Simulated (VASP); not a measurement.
# YNb (Pm-3m) in VASP: further runs

Aim: see how the results for YNb move with the level of theory and the settings. Levels: PBE, LDA. Tasks: band structure, relaxation of the atoms.

Program: VASP 6.6.1. These are calculated values, not measurements. Logs are shortened: lines on timing, memory, paths and dates and some standing lists are left out, and cuts for length are marked.

## (1) Starting point

It takes space group Pm-3m (No. 221, cubic). Conventional cell: a = 3.611 Å, b = 3.611 Å, c = 3.611 Å, α = 90.00°, β = 90.00°, γ = 90.00°. Around Y (site symmetry m-3m) lie 8 Nb at 3.13 Å. Around Nb (site symmetry m-3m) lie 8 Y at 3.13 Å.

The cell was built by a generator and needn't be a form met in nature.

## (2) Band structure, PBE

File INCAR:

```
PREC = Accurate
ENCUT = 520
EDIFF = 0.001
ISMEAR = -1
SIGMA = 0.05
LREAL = False
LASPH = True
NELM = 60
ALGO = Normal
ISIF = 2
LWAVE = False
LCHARG = False
LMAXMIX = 4
GGA = PE
NBANDS = 36
```

File KPOINTS:

```
regular mesh
0
Gamma
  5 5 5
```

File POSCAR:

```
YNb
1.0
    3.6114100000      0.0000000000      0.0000000000
    0.0000000000      3.6114100000      0.0000000000
    0.0000000000      0.0000000000      3.6114100000
Y Nb
1 1
Direct
    0.0000000000      0.0000000000      0.0000000000
    0.5000000000      0.5000000000      0.5000000000
```

File KPOINTS_OPT:

```
path GXMGRX,MR
20
line-mode
reciprocal
 0.0000000000  0.0000000000  0.0000000000  G
 0.0000000000  0.5000000000  0.0000000000  X

 0.0000000000  0.5000000000  0.0000000000  X
 0.5000000000  0.5000000000  0.0000000000  M

 0.5000000000  0.5000000000  0.0000000000  M
 0.0000000000  0.0000000000  0.0000000000  G

 0.0000000000  0.0000000000  0.0000000000  G
 0.5000000000  0.5000000000  0.5000000000  R

 0.5000000000  0.5000000000  0.5000000000  R
 0.0000000000  0.5000000000  0.0000000000  X

 0.5000000000  0.5000000000  0.0000000000  M
 0.5000000000  0.5000000000  0.5000000000  R
```

Potentials or basis: VASP PAW PBE potentials, release 64 (Y_sv, Nb_sv).

Run with:

```console
cat potpaw_PBE.64/Y_sv/POTCAR potpaw_PBE.64/Nb_sv/POTCAR > POTCAR
mpirun -np 1 vasp_std > vasp.out
```

OUTCAR:

```text
PREC = Accurate
   ENCUT = 520
   EDIFF = 0.001
   ISMEAR = -1
   LREAL = False
   LASPH = True
   NELM = 60
   ISIF = 2
   GGA = PE

 ion  position               nearest neighbor table
   1  0.000  0.000  0.000-   2 3.13   2 3.13   2 3.13   2 3.13   2 3.13   2 3.13   2 3.13   2 3.13

   2  0.500  0.500  0.500-   1 3.13   1 3.13   1 3.13   1 3.13   1 3.13   1 3.13   1 3.13   1 3.13

  LATTYP: Found a simple cubic cell.
 ALAT       =     3.6114100000

  Lattice vectors:

 A1 = (   3.6114100000,   0.0000000000,   0.0000000000)
 A2 = (   0.0000000000,   3.6114100000,   0.0000000000)
 A3 = (   0.0000000000,   0.0000000000,   3.6114100000)

Analysis of symmetry for initial positions (statically):
=====================================================================
 Subroutine PRICEL returns:
 Original cell was already a primitive cell.

 Routine SETGRP: Setting up the symmetry group for a
 simple cubic supercell.

 Subroutine GETGRP returns: Found 48 space group operations
 (whereof 48 operations were pure point group operations)
 out of a pool of 48 trial point group operations.

The static configuration has the point symmetry O_h .

Analysis of symmetry for dynamics (positions and initial velocities):
=====================================================================
 Subroutine PRICEL returns:
 Original cell was already a primitive cell.

 Routine SETGRP: Setting up the symmetry group for a
 simple cubic supercell.

 Subroutine GETGRP returns: Found 48 space group operations
 (whereof 48 operations were pure point group operations)
 out of a pool of 48 trial point group operations.

The dynamic configuration has the point symmetry O_h .

 Subroutine INISYM returns: Found 48 space group operations
 (whereof 48 operations are pure point group operations),
 and found     1 'primitive' translations

----------------------------------------------------------------------------------------

                                     Primitive cell

  volume of cell :      47.1010

  direct lattice vectors                    reciprocal lattice vectors
     3.611410000  0.000000000  0.000000000     0.276900158  0.000000000  0.000000000
     0.000000000  3.611410000  0.000000000     0.000000000  0.276900158  0.000000000
     0.000000000  0.000000000  3.611410000     0.000000000  0.000000000  0.276900158

  length of vectors
     3.611410000  3.611410000  3.611410000     0.276900158  0.276900158  0.276900158

  position of ions in fractional coordinates (direct lattice)
     0.000000000  0.000000000  0.000000000
     0.500000000  0.500000000  0.500000000

  ion indices of the primitive-cell ions
   primitive index   ion index
                 1           1
                 2           2

----------------------------------------------------------------------------------------

 KPOINTS: regular mesh

Automatic generation of k-mesh.
 Grid dimensions read from file:
 generate k-points for:    5    5    5

 Generating k-lattice:

  Cartesian coordinates                     Fractional coordinates (reciprocal lattice)
     0.055380032  0.000000000  0.000000000     0.200000000  0.000000000  0.000000000
     0.000000000  0.055380032  0.000000000     0.000000000  0.200000000  0.000000000
     0.000000000  0.000000000  0.055380032     0.000000000  0.000000000  0.200000000

  Length of vectors
     0.055380032  0.055380032  0.055380032

  Shift w.r.t. Gamma in fractional coordinates (k-lattice)
     0.000000000  0.000000000  0.000000000

 Subroutine IBZKPT returns following result:
 ===========================================

 Found     10 irreducible k-points:

 Following reciprocal coordinates:
            Coordinates               Weight
  0.000000  0.000000  0.000000      1.000000
  0.200000  0.000000  0.000000      6.000000
  0.400000  0.000000  0.000000      6.000000
  0.200000  0.200000  0.000000     12.000000
  0.400000  0.200000  0.000000     24.000000
  0.400000  0.400000  0.000000     12.000000
  0.200000  0.200000  0.200000      8.000000
  0.400000  0.200000  0.200000     24.000000
  0.400000  0.400000  0.200000     24.000000
  0.400000  0.400000  0.400000      8.000000
   k-points           NKPTS =     10   k-points in BZ     NKDIM =     10   number of bands    NBANDS=     36
   number of dos      NEDOS =    301   number of ions     NIONS =      2
   total plane-waves  NPLWV =  21952
   dimension x,y,z NGX =    28 NGY =   28 NGZ =   28
   dimension x,y,z NGXF=    56 NGYF=   56 NGZF=   56
   ions per type =               1   1
   NGX,Y,Z   is equivalent  to a cutoff of  12.89, 12.89, 12.89 a.u.
   NGXF,Y,Z  is equivalent  to a cutoff of  25.78, 25.78, 25.78 a.u.
 SYSTEM =  unknown system
   PREC   = accura    normal or accurate (medium, high low for compatibility)
   ISTART =      0    job   : 0-new  1-cont  2-samecut
   ICHARG =      2    charge: 1-file 2-atom 10-const
   ISPIN  =      1    spin polarized calculation?
   LNONCOLLINEAR =      F non collinear calculations
   LSORBIT =      F    spin-orbit coupling
   LASPH  =      T    aspherical Exc in radial PAW
   ENCUT  =  520.0 eV  38.22 Ry    6.18 a.u.   6.71  6.71  6.71*2*pi/ulx,y,z
   NELM   =     60;   NELMIN=  2; NELMDL= -5     # of ELM steps
   EDIFF  = 0.1E-02   stopping-criterion for ELM
   LREAL  =      F    real-space projection
   EDIFFG = 0.1E-01   stopping-criterion for IOM
   NSW    =      0    number of steps for IOM
   IBRION =     -1    ionic relax: 0-MD 1-quasi-New 2-CG
   NFREE  =      0    steps in history (QN), initial steepest desc. (CG)
   ISIF   =      2    stress and relaxation
   ISYM   =      2    0-nonsym 1-usesym 2-fastsym
   POTIM  = 0.5000    time-step for ionic-motion
   TEBEG  =    0.0;   TEEND  =   0.0 temperature during run
   PSTRESS=    0.0 pullay stress
   NELECT =      24.0000    total number of electrons
   NUPDOWN=      -1.0000    fix difference up-down
   EMIN   =  10.00;   EMAX   =-10.00  energy-range for DOS
   EFERMI =   0.00;   METHOD = LEGACY
   ISMEAR =    -1;   SIGMA  =   0.05  broadening in eV -4-tet -1-fermi 0-gaus
   EFERMI_NEDOS =   21; number of points for ismear=-14 and -15
   IALGO  =     38    algorithm
   IMIX   =      4    mixing-type and parameters
     AMIX     =   0.40;   BMIX     =  1.00
     AMIX_MAG =   1.60;   BMIX_MAG =  1.00
  volume/ion in A,a.u.               =      23.55       158.93
  Fermi-wavevector in a.u.,A,eV,Ry     =   1.307581  2.470969 23.262791  1.709767
  Thomas-Fermi vector in A             =   2.438306
   LORBIT       =      0    0 simple, 1 ext, 2 COOP (PROOUT), +10 PAW based schemes
   GGA     = PE    functional components
   LHFCALC =     F    Hartree Fock is set to
   AEXX    =    0.0000 exact exchange contribution
   IVDW    =     0    specifies the selected vdW correction
   LEPSILON=     F    determine dielectric tensor
   LRPA    =     F    only Hartree local field effects (RPA)
 non-spin polarized calculation
  energy-cutoff  :      520.00
  volume of cell :       47.10
 maximum number of plane-waves:      1309
 NGX is ok and might be reduce to    28
   NGX = 13   NGY = 13   NGZ = 13

 number of electron      23.9999998 magnetization

 Free energy of the ion-electron system (eV)
  ---------------------------------------------------
  ext. energy  EPLUGINS =         0.00000000
  ---------------------------------------------------
  free energy    TOTEN  =       -15.49945773 eV

  energy without entropy =      -15.46146453  energy(sigma->0) =      -15.48046113

 E-fermi :   6.3816     XC(G=0): -10.9580

 val. band max:        6.3602991813   @ k =   0.2000   0.2000   0.2000
 cond. band min:       6.3943145271   @ k =   0.4000   0.2000   0.0000
 fundamental gap:      0.0340153458
 Fermi energy:         6.3815874676

 k-point     1 :       0.0000    0.0000    0.0000
  band No.  band energies     occupation
      1     -48.2775      2.00000
      2     -35.1528      2.00000
      3     -24.3083      2.00000
      4     -24.3083      2.00000
      5     -24.3083      2.00000
      6     -15.0828      2.00000
[... 16 lines left out ...]
     23      18.8456      0.00000
     24      18.8456      0.00000

 k-point     2 :       0.2000    0.0000    0.0000
  band No.  band energies     occupation
      1     -48.2754      2.00000
      2     -35.1468      2.00000
      3     -24.3384      2.00000
      4     -24.3034      2.00000
      5     -24.3034      2.00000
      6     -15.2074      2.00000
[... 16 lines left out ...]
     23      19.5756      0.00000
     24      20.0742      0.00000

 k-point     3 :       0.4000    0.0000    0.0000
  band No.  band energies     occupation
      1     -48.2720      2.00000
      2     -35.1370      2.00000
      3     -24.3867      2.00000
      4     -24.2956      2.00000
      5     -24.2956      2.00000
      6     -15.4018      2.00000
[... 16 lines left out ...]
     23      20.2401      0.00000
     24      20.2401      0.00000

 k-point     4 :       0.2000    0.2000    0.0000
  band No.  band energies     occupation
      1     -48.2733      2.00000
      2     -35.1400      2.00000
      3     -24.3418      2.00000
      4     -24.3312      2.00000
      5     -24.2991      2.00000
      6     -15.2142      2.00000
[... 16 lines left out ...]
     23      19.2947      0.00000
     24      20.1247      0.00000

 k-point     5 :       0.4000    0.2000    0.0000
  band No.  band energies     occupation
      1     -48.2700      2.00000
      2     -35.1289      2.00000
      3     -24.3896      2.00000
      4     -24.3333      2.00000
      5     -24.2922      2.00000
      6     -15.3736      2.00000
[... 16 lines left out ...]
     23      19.1734      0.00000
     24      19.9491      0.00000

 k-point     6 :       0.4000    0.4000    0.0000
  band No.  band energies     occupation
      1     -48.2667      2.00000
      2     -35.1158      2.00000
      3     -24.3961      2.00000
      4     -24.3920      2.00000
      5     -24.2866      2.00000
      6     -15.3337      2.00000
[... 16 lines left out ...]
     23      17.4195      0.00000
     24      18.2715      0.00000

 k-point     7 :       0.2000    0.2000    0.2000
  band No.  band energies     occupation
      1     -48.2713      2.00000
      2     -35.1328      2.00000
      3     -24.3361      2.00000
      4     -24.3361      2.00000
      5     -24.3287      2.00000
      6     -15.2022      2.00000
[... 16 lines left out ...]
     23      20.1662      0.00000
     24      20.1662      0.00000

 k-point     8 :       0.4000    0.2000    0.2000
  band No.  band energies     occupation
      1     -48.2680      2.00000
      2     -35.1210      2.00000
      3     -24.3890      2.00000
      4     -24.3310      2.00000
      5     -24.3270      2.00000
      6     -15.3557      2.00000
[... 16 lines left out ...]
     23      18.4684      0.00000
     24      19.9961      0.00000

 k-point     9 :       0.4000    0.4000    0.2000
  band No.  band energies     occupation
      1     -48.2648      2.00000
      2     -35.1082      2.00000
      3     -24.3890      2.00000
      4     -24.3871      2.00000
      5     -24.3217      2.00000
      6     -15.3308      2.00000
[... 16 lines left out ...]
     23      17.8256      0.00000
     24      17.8506      0.00000

 k-point    10 :       0.4000    0.4000    0.4000
  band No.  band energies     occupation
      1     -48.2617      2.00000
      2     -35.0959      2.00000
      3     -24.3798      2.00000
      4     -24.3775      2.00000
      5     -24.3775      2.00000
      6     -15.3318      2.00000
[... 16 lines left out ...]
     23      16.3856      0.00000
     24      18.2041      0.00000
 [bands above 24 left out]

------------------------ aborting loop because EDIFF is reached ----------------------------------------

  FORCE on cell =-STRESS in cart. coord.  units (eV):
  Direction    XX          YY          ZZ          XY          YZ          ZX
  --------------------------------------------------------------------------------------
  -------------------------------------------------------------------------------------
  Total       -0.1583765     -0.1583765     -0.1583765     -0.0000000     -0.0000000      0.0000000
  in kB       -5.3872972     -5.3872972     -5.3872972     -0.0000000     -0.0000000      0.0000000
  external PRESSURE =      -5.3872972 kB  Pullay stress =       0.0000000 kB

 VOLUME and BASIS-vectors are now :
 -----------------------------------------------------------------------------
  energy-cutoff  :      520.00
  volume of cell :       47.10
      direct lattice vectors                 reciprocal lattice vectors
     3.611410000  0.000000000  0.000000000     0.276900158  0.000000000  0.000000000
     0.000000000  3.611410000  0.000000000     0.000000000  0.276900158  0.000000000
     0.000000000  0.000000000  3.611410000     0.000000000  0.000000000  0.276900158

 POSITION                                       TOTAL-FORCE (eV/Angst)
 -----------------------------------------------------------------------------------
      0.00000      0.00000      0.00000         0.000000      0.000000      0.000000
      1.80570      1.80570      1.80570         0.000000      0.000000      0.000000
 -----------------------------------------------------------------------------------
    total drift:                                0.000000      0.000000      0.000000

  FREE ENERGIE OF THE ION-ELECTRON SYSTEM (eV)
  ---------------------------------------------------
  free  energy   TOTEN  =       -15.4994577347 eV

  energy  without entropy=      -15.4614645300  energy(sigma->0) =      -15.48046113
```

It took 45 s on 1 thread of Intel Xeon Platinum 8488C (Sapphire Rapids), shared host; peak memory 0.17 GiB.

The run converged, but some of its settings lie outside the range that counts as converged (typed here: EDIFF = 0.001; NBANDS = 36), so its numbers aren't taken as properties of the crystal.

Results:

```
Free energy             : -15.4995 eV
Pressure                : -0.5 GPa
Band gap along the path : none (metal or under the smearing width)
```

## (3) Relaxation of the atoms, PBE, 23.54 Å³/atom (strain = -0.04)

File INCAR:

```
SYSTEM = YNb
PREC     = Accurate       ! precision mode
ENCUT    = 520            ! plane-wave cutoff, eV
EDIFF    = 1E-6           ! SCF threshold, eV
ISMEAR   = -1             ! smearing method
SIGMA    = 0.05           ! smearing width, eV
LREAL    = .FALSE.        ! projectors in reciprocal space
LASPH    = .TRUE.         ! aspherical terms in the spheres
NELM     = 60             ! most SCF steps
ALGO     = Normal         ! electronic algorithm
ISIF     = 2              ! what is computed and relaxed
LWAVE    = .FALSE.        ! write WAVECAR
LCHARG   = .FALSE.        ! write CHGCAR
GGA      = PE             ! functional
IBRION   = 2              ! ionic algorithm
NSW      = 40             ! ionic steps
EDIFFG   = -0.01          ! ionic threshold
```

File KPOINTS:

```
Automatic mesh
0
G
  7 7 7
  0 0 0
```

File POSCAR:

```
YNb
1.0
    3.6114100000     -0.0722282000      0.0000000000
   -0.0722282000      3.6114100000      0.0000000000
    0.0000000000      0.0000000000      3.6114100000
Y Nb
1 1
Direct
    0.0000000000      0.0000000000      0.0000000000
    0.5000000000      0.5000000000      0.5000000000
```

Potentials or basis: VASP PAW PBE potentials, release 64 (Y_sv, Nb_sv).

Run with:

```console
cat potpaw_PBE.64/Y_sv/POTCAR potpaw_PBE.64/Nb_sv/POTCAR > POTCAR
mpirun -np 1 vasp_std > vasp.out
```

Wall time 39 s (1 thread of Intel Xeon Platinum 8259CL at 2.50GHz (Skylake/Cascade Lake), shared host); peak memory 0.2 GiB.

The run converged. Its results:

```
Free energy             : -15.4897 eV
Pressure after relaxing : 0.0 GPa
Band gap on the k mesh  : none (metal or under the smearing width)
```

Caveat: the relaxation stopped at its first step, so nothing moved.

## (4) Relaxation of the atoms, PBE, 23.55 Å³/atom (strain = -0.02)

INCAR is that of step 3.

KPOINTS is that of step 3.

File POSCAR:

```
YNb
1.0
    3.6114100000     -0.0361141000      0.0000000000
   -0.0361141000      3.6114100000      0.0000000000
    0.0000000000      0.0000000000      3.6114100000
Y Nb
1 1
Direct
    0.0000000000      0.0000000000      0.0000000000
    0.5000000000      0.5000000000      0.5000000000
```

Run with:

```console
cat potpaw_PBE.64/Y_sv/POTCAR potpaw_PBE.64/Nb_sv/POTCAR > POTCAR
mpirun -np 1 vasp_std > vasp.out
```

Wall time 41 s (1 thread of Intel Xeon Platinum 8259CL at 2.50GHz (Skylake/Cascade Lake), shared host); peak memory 0.21 GiB.

It converged, with:

- Free energy: -15.4955 eV
- Pressure after relaxing: -0.1 GPa
- Band gap on the k mesh: none (metal or under the smearing width)

Caveat: the relaxation stopped at its first step, so nothing moved.

(Continued in part 2 of 2.)
